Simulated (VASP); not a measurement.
Input:

```xyz
4
Lattice="1.2092 -2.0944 0.0000 1.2092 2.0944 0.0000 0.0000 0.0000 6.5966" Properties=species:S:1:pos:R:3 pbc="T T T"
C      0.0000     0.0000     1.6492
C      0.0000     0.0000     4.9475
C      1.2092     0.6981     1.6492
C      1.2092    -0.6981     4.9475
```

The numbers are results of PBE GGA, VASP's PBE PAW potentials (set 64) (plane waves; VASP), not measurements. Settings: 400 eV cut-off, 15×15×5 Γ-centred mesh, Gaussian smearing of 0.10 eV, potentials C.

Question: Give the energies of bands 3 to 10 at the high-symmetry points, in eV from the Fermi level.

Answer: 
```
band      Γ       M       K      A       L       H
----  -----  ------  ------  -----  ------  ------
3     -8.96  -13.62  -12.74  -8.01  -13.59  -12.73
4     -6.86  -13.53  -12.63  -8.01  -13.59  -12.73
5     -2.98   -6.57  -10.95  -2.98   -6.54  -10.96
6     -2.98   -6.51  -10.95  -2.98   -6.54  -10.96
7     -2.96   -2.91   -0.68  -2.98   -2.47    0.00
8     -2.96   -2.17   -0.02  -2.98   -2.47    0.00
9      4.21    1.54   -0.02   6.98    1.69    0.02
10     8.74    2.28    0.78   6.98    1.69    0.02
```

It has no gap at this level: it comes out as a metal or semimetal.

The structure is a typed C crystal (P6_3/mmc). The cell was not relaxed at this level.
